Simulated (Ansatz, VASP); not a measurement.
# GaN in two plane-wave programs, part 3 of 3

Wanted: the spread between two codes on one cell, functional and k mesh. The cell is taken from a series of runs on this material, whose earlier steps may have relaxed, scaled, displaced or heated it; both programs get it as it stands.

VASP 6.6.1 and Ansatz 0.2.0.

So far: The starting structure; VASP: zone-centre phonons, LDA.

## Step 3: Ansatz: zone-centre phonons, LDA

Level of this step: Ansatz beside VASP: Kohn-Sham DFT, plane waves, LDA (Ansatz).

Ansatz runs on its default PAW (the set named soft_2) files.

The same cell, functional (in two slightly different forms) and mesh now go to Ansatz, which takes its cutoff from its data sets.

input.yaml

```yaml
crystal:
  lattice:
    - [3.1517989541, 0.0, 0.0]
    - [-1.575899477, 2.7295379619, 0.0]
    - [0.0, 0.0, 5.1383921661]
  atoms:
    - { symbol: Ga, position: [0.3333333333, 0.6666666667, -0.0007049853] }
    - { symbol: Ga, position: [0.6666666667, 0.3333333333, 0.4992950147] }
    - { symbol: "N", position: [0.3333333333, 0.6666666667, 0.3757049853] }
    - { symbol: "N", position: [0.6666666667, 0.3333333333, 0.8757049853] }
kpoints:
  mp_grid: { grid: [9, 9, 6] }
hamiltonian:
  xc: lda
scf:
  occupations: { method: fixed }
output:
  eigenvalues: true
phonons:
  method: dfpt
  dielectric: true
  rigid_motions: translations
```

Command:

```
> ansatz run input.yaml --threads 4 --pin off --max-ram 8192MiB --backend cpu --events-out ev --progress --plain --runs-dir out
```

Numbers of over 12 decimals in the logs are rounded to 6 here.

What it wrote:

```text
Engine: ansatz 0.2.0, x86_64-unknown-linux-gnu
Pseudopotentials: kind: paw
Pseudopotential: Ga, paw, valence charge 13, recommended cutoff 420 eV (normal), Ga.paw.azcp
Pseudopotential: N, paw, valence charge 5, recommended cutoff 420 eV (normal), N.paw.azcp
Functional definition: SPW92
  exchange = slater_x
  correlation = pw_c
Crystal: 4 atoms, lattice volume = 44.205 Å³
Basis set: ecut = 420 eV, 845 PW (Γ), exchange–correlation on 48×48×72 points (8 copies of the dense FFT grid, shifted against one another)
Bands: 22, of which v1, the nominal top of the filled ones, is band 18 counted from 1 (17 counted from 0)
Symmetry: 12 space group operations
k-points: 140 of 486 (irreducible under 2 space group operations, time reversal used)
Non-local potential: Ga, projectors of the file, l = 0: 2, l = 1: 2, l = 2: 3, l = 3: 1
Non-local potential: N, projectors of the file, l = 0: 2, l = 1: 2, l = 2: 1
PAW form: soft (Blöchl's): semilocal exchange-correlation on the pseudo side does not see the compensation charge
PAW frozen core: Ga, regenerated for the run's functional, and the local potential with it (the file was generated under x = pbe(κ = 0.804, μ = 0.219515), c = pbe(β = 0.066725))
PAW frozen core: N, regenerated for the run's functional, and the local potential with it (the file was generated under x = pbe(κ = 0.804, μ = 0.219515), c = pbe(β = 0.066725))
PAW one-centre angular grid: Ga, 590 points (default); XC on 64 Gauss nodes
PAW one-centre angular grid: N, 110 points (default); XC on 64 Gauss nodes
Initial density: superposition of atomic densities (neutral atoms: chi_scale 0, normalization atom), corrected by the library's trained network
Initial wavefunctions: pseudopotential atomic-orbital guess
Functional: x = slater, c = lda
SCF iter   1: F=—  HF=-8164.211737 eV  |F-HF|=—  |Δ(HF+E_count)|=         —  Δρ=1.35e-2  dr2=7.56e-2  ethr=1.77e-3  ⟨swp⟩=4.5  Hψ=10917  notcnv=0  defer=154
preconditioner: auto → Resta (q_TF=auto, 2.637 Å⁻¹)  ε∞=5.0  [insulator: Δε(μ)=2.026 eV  Ē_g=16.714 eV  n_scr=22 (ndim 8)  ℏωp=33.5 eV  f_vac=0.006  ε∞_Penn≈5.0]
SCF iter   2: F=—  HF=-8164.190268 eV  |F-HF|=—  |Δ(HF+E_count)|=   2.15e-2  Δρ=3.62e-3  dr2=3.43e-3  ethr=2.10e-4  ⟨swp⟩=2.4  Hψ=5701  notcnv=0  defer=277
SCF iter   3: F=—  HF=-8164.189324 eV  |F-HF|=—  |Δ(HF+E_count)|=   9.44e-4  Δρ=1.61e-3  dr2=5.38e-4  ethr=9.53e-6  ⟨swp⟩=2.0  Hψ=3545  notcnv=0  defer=277
SCF iter   4: F=—  HF=-8164.189143 eV  |F-HF|=—  |Δ(HF+E_count)|=   1.81e-4  Δρ=1.57e-4  dr2=6.04e-6  ethr=1.49e-6  ⟨swp⟩=2.6  Hψ=5548  notcnv=0  defer=257
SCF iter   5: F=—  HF=-8164.189141 eV  |F-HF|=—  |Δ(HF+E_count)|=   2.39e-6  Δρ=6.67e-5  dr2=1.37e-6  ethr=1.68e-8  ⟨swp⟩=2.0  Hψ=5583  notcnv=0
SCF iter   6: F=—  HF=-8164.189141 eV  |F-HF|=—  |Δ(HF+E_count)|=   4.09e-9  Δρ=2.90e-5  dr2=2.76e-7  ethr=3.80e-9  ⟨swp⟩=2.4  Hψ=5215  notcnv=0
SCF iter   7: F=—  HF=-8164.189141 eV  |F-HF|=—  |Δ(HF+E_count)|=   5.61e-8  Δρ=6.14e-6  dr2=1.34e-8  ethr=7.66e-10  ⟨swp⟩=2.2  Hψ=5115  notcnv=0
SCF iter   8: F=—  HF=-8164.189141 eV  |F-HF|=—  |Δ(HF+E_count)|=   2.31e-9  Δρ=6.52e-7  dr2=1.74e-10  ethr=3.73e-11  ⟨swp⟩=2.1  Hψ=5485  notcnv=0
SCF iter   9: F=-8164.189141 eV  HF=-8164.189141 eV  |F-HF|=3.64e-12  |Δ(HF+E_count)|=  5.46e-11  Δρ=6.66e-8  dr2=1.75e-12  ethr=1.00e-12  ⟨swp⟩=6.5  Hψ=16817  notcnv=0
SCF 1 converged in 9 iterations: F = -8164.189141 eV  dr2 = 1.75e-12
  greatest PAW one-centre occupation: 0.996 electrons in one spin orbital (limit 2), on the Ga atom at site 0 (counted from 0), in its partial waves of l = 2
NSCF: frozen V_eff on 4 k-points
DFPT response loops at Γ: preconditioner auto → Resta (q_TF=auto, 2.637 Å⁻¹)  ε∞=5.3 (no band partly filled); β = 1.00, the filter's whole step (`scf.mixing.beta` (0.50) is not read by the response loops at its default; to damp them type it under 1.00, their step now; it binds the ground state too); Broyden in place of MSR1
── the response to a field inside a basis, on 10×10×6 k-points: an SCF that follows is theirs, and a resumed run solves both again ──
Bands: 19, of which v1, the nominal top of the filled ones, is band 18 counted from 1 (17 counted from 0)
k-points: 90 of 600 (irreducible under 4 space group operations, time reversal used)
Initial density: handed on by an earlier stage of this run
Initial wavefunctions: pseudopotential atomic-orbital guess (no wavefunctions were taken with the density)
Eigensolver: Dense (90 Hₖ)
SCF iter   1: F=—  HF=-8164.192337 eV  |F-HF|=—  |Δ(HF+E_count)|=         —  Δρ=6.36e-4  dr2=3.22e-5  ethr=1.00e-1
preconditioner: auto → Resta (q_TF=auto, 2.637 Å⁻¹)  ε∞=6.0  [insulator: Δε(μ)=2.574 eV  Ē_g=15.006 eV  n_scr=22 (ndim 8)  ℏωp=33.5 eV  f_vac=0.006  ε∞_Penn≈6.0]
SCF iter   2: F=—  HF=-8164.192338 eV  |F-HF|=—  |Δ(HF+E_count)|=   1.24e-6  Δρ=3.61e-4  dr2=1.51e-5  ethr=8.94e-8
SCF iter   3: F=—  HF=-8164.192338 eV  |F-HF|=—  |Δ(HF+E_count)|=   6.18e-7  Δρ=7.22e-5  dr2=5.18e-7  ethr=4.19e-8
SCF iter   4: F=-8164.192337 eV  HF=-8164.192337 eV  |F-HF|=7.54e-9  |Δ(HF+E_count)|=   1.43e-6  Δρ=1.25e-5  dr2=4.97e-8  ethr=1.44e-9
SCF 1 converged in 4 iterations: F = -8164.192337 eV  dr2 = 4.97e-8
  greatest PAW one-centre occupation: 0.995 electrons in one spin orbital (limit 2), on the Ga atom at site 1 (counted from 0), in its partial waves of l = 2
DFPT response loops at Γ: preconditioner auto → Resta (q_TF=auto, 2.637 Å⁻¹)  ε∞=4.8 (no band partly filled); β = 1.00, the filter's whole step (`scf.mixing.beta` (0.50) is not read by the response loops at its default; to damp them type it under 1.00, their step now; it binds the ground state too); Broyden in place of MSR1
WARN: field response: ε∞ stands inside a basis, on 10×10×6 points; the force constants stand on the 9×9×6 k-mesh, whose period is 11.94 times the interband length at k = (0.0000, 0.0000, 0.0000), direct gap 2.129 eV, under 14: take them and everything formed from them as unconverged, and compare with a denser kpoints.mp_grid
SCF converged after 9 iterations
Free energy (F): -8164.189141 eV
Harris-Foulkes:  -8164.189141 eV  (|F-HF|=3.64e-12)
Internal energy: -8164.189141 eV  (E = F + TS)
E sigma→0 (E₀):  -8164.189141 eV
Fermi energy:    9.839634 eV
--- Per-component energies (eV) ---
  E_band       = -8.930920
  E_kinetic    = 496.117239
  E_local      = -3859.059535  (includes V_loc(G=0)·N_el)
  E_nonlocal   = 955.468118
  E_hartree    = 1774.926748
  E_xc         = -256.476022
  E_vxc        = -269.441499  (∫ρ·V_xc dr)
  E_paw        = -4070.213377  (= ΣΔE_a)
  E_vpaw       = -881.868783  (= ΣTr[D̂ρ^β])
  E_aug_tail   = 0.000032  (compensation charges beyond the density's cutoff)
  E_ewald      = -3208.569391
  E_core_change = 3.617048  (= ΣΔE_core)
  E_smearing   = -0.000000  (= −TS)
  E_closure    = 0.000000  (closes the sum)
  Σ components = -8164.189141   (vs F -8164.189141, Δ=0.00e0)
--- Band table (eV; the first three rows and the last of 140) ---
  k-point 0: bands = [... 14 lower, 8.7549, 9.7867, 9.8396, 9.8396, 11.9682, 14.2118, 19.0528, 19.7454]
  k-point 1: bands = [... 14 lower, 8.8244, 8.9936, 9.7633, 9.7633, 12.6175, 14.2683, 18.8591, 19.7786]
  k-point 2: bands = [... 14 lower, 9.0159, 9.0159, 9.5584, 9.5584, 13.5951, 14.3654, 18.4526, 18.8619]
  k-point 139: bands = [... 14 lower, 6.7442, 6.7442, 7.9875, 7.9875, 15.6064, 15.6064, 17.9118, 17.9118]
--- Phonons (Γ-DFPT): 4 representative perturbations + reference, on 140 of 486 k-points (Σ response iterations 14) ---
  k mesh reduced under 2 symmetry operations, with k and −k counted as one. Each operation leaves every solved perturbation unchanged. A smaller set is not considered because the run solves the response to a homogeneous field
  ASR residual: 3.303e-5 → 0.000e0 eV/Å²; symmetrization residual: 1.078e-5 eV/Å²
  ASR residual per site (eV/Å²): 8.64e-6 8.64e-6 3.30e-5 3.30e-5
  Γ frequencies (cm⁻¹): 0.00 0.00 0.00 139.78 139.78 335.89 538.54 560.70 560.70 569.75 569.75 698.15
  ε∞ (high-frequency dielectric tensor):
        5.627996    -0.000000     0.000000
       -0.000000     5.627996     0.000000
       -0.000000     0.000000     5.800956
  ε⁰ (static dielectric tensor: ions relaxed, cell fixed):
        9.692109    -0.000000    -0.000000
       -0.000000     9.692109     0.000000
       -0.000000     0.000000    10.683148
  ε⁰ − ε∞ (ionic part):
        4.064113    -0.000000    -0.000000
       -0.000000     4.064113     0.000000
       -0.000000     0.000000     4.882193
  softest optical mode at Γ: 139.78 cm⁻¹; the repairs (sum rule, projections) moved no ω² at Γ by more than (1.78 cm⁻¹)²
  Born effective charges Z* (e; rows j = field, columns β = displacement):
    site 0:
         2.58727   -0.00000   -0.00000
        -0.00000    2.58727    0.00000
         0.00000   -0.00000    2.72367
    site 1:
         2.58727   -0.00000   -0.00000
        -0.00000    2.58727   -0.00000
        -0.00000   -0.00000    2.72367
    site 2:
        -2.58727    0.00000   -0.00000
         0.00000   -2.58727   -0.00000
         0.00000    0.00000   -2.72367
    site 3:
        -2.58727    0.00000    0.00000
         0.00000   -2.58727    0.00000
        -0.00000    0.00000   -2.72367
  Z* charge neutrality: 4.018e-3 e pre-enforcement
  solved inside a basis spanned on kpoints, on 10×10×6 k-points, its susceptibility summed on 18×18×10: ε∞ is read to err by 1.8e-2, Z* by 2.1e-2 e (field_mesh: kpoints solves on kpoints); Z* is corrected for what the basis lacks
  optical modes at Γ without the LO–TO term, one row a degenerate level:
      ω (cm⁻¹)  modes    IR ((D/Å)²/amu)
        139.78      2             0.0000
        335.89      1             0.0000
        538.54      1            29.3469
[...]
optical modes at Γ + LO–TO along q̂ = [1.0000, 0.0000, 0.0000]:
      ω (cm⁻¹)  modes    IR ((D/Å)²/amu)
[...]
optical modes at Γ + LO–TO along q̂ = [0.0000, 1.0000, 0.0000]:
      ω (cm⁻¹)  modes    IR ((D/Å)²/amu)
[...]
698.15      1             0.0000
        735.80      1            26.4811
  optical modes at Γ + LO–TO along q̂ = [0.0000, 0.0000, 1.0000]:
      ω (cm⁻¹)  modes    IR ((D/Å)²/amu)
        139.78      2             0.0000
        335.89      1             0.0000
        560.70      2            52.9622
        569.75      2             0.0000
        698.15      1             0.0000
        730.83      1            29.3469
```

## Step 4: Side by side

Known differences besides the potentials themselves: the two LDA forms differ slightly; fixed occupations in Ansatz, narrow Gaussian smearing in VASP; VASP's response is taken on the typed mesh, Ansatz refines its own for the field response alone; the cutoff is 420 eV in Ansatz and 600 eV in VASP; VASP's log shows a relativistic correction to its local exchange, Ansatz's none; VASP's log repeats an internal error in its field response. Total energies have different zeros and are not compared.

Compared:

```
                                     quantity  Ansatz   VASP  difference
                                        ε∞ xx    5.63   5.61     +0.30 %
                                        ε∞ yy    5.63   5.61     +0.30 %
                                        ε∞ zz    5.80   5.76     +0.65 %
Born charge of Ga1 (mean of the diagonal) (e)    2.63   2.62       +0.01
 Born charge of N3 (mean of the diagonal) (e)   -2.63  -2.62       -0.01
                   optical mode 1 to 2 (cm⁻¹)   139.8  138.9     +0.63 %
                        optical mode 3 (cm⁻¹)   335.9  338.6     -0.79 %
                        optical mode 4 (cm⁻¹)   538.5  543.1     -0.84 %
                   optical mode 5 to 6 (cm⁻¹)   560.7  565.7     -0.88 %
                   optical mode 7 to 8 (cm⁻¹)   569.8  574.8     -0.88 %
                        optical mode 9 (cm⁻¹)   698.1  702.3     -0.59 %
```

Modes are paired by rising frequency, not by their patterns, so a pair may set unlike modes beside each other; they are those without the splitting of longitudinal modes.

## Step 5: Results

```
r.m.s. difference of the optical zone-centre modes, each program's sorted by frequency (zone-centre phonons, LDA) : 4.0 cm⁻¹
difference in optical mode 7 to 8 (zone-centre phonons, LDA)                                                      : -0.9 %
```

**Reading.** The r.m.s. difference of the optical zone-centre modes, each program's sorted by frequency is 4.0 cm⁻¹ (zone-centre phonons, LDA). Among the rows given in per cent, the largest difference of the zone-centre phonons, LDA pair is in optical mode 7 to 8, -0.9 %. How closely two codes agree says nothing of how well the functional describes the real material.

[Lines on the potential files, build, host, timing and source positions are cut from VASP's logs without a mark.]

[Logs are printed without paths, hosts, clocks, repeated set-up lines and the standing remarks that a program may print on its own settings, such as how far it seeks lower states.]

[Hosts, paths, dates, database ids (printed as entryN), source tags and the programs' standing remarks are cut or masked in the printed files.]
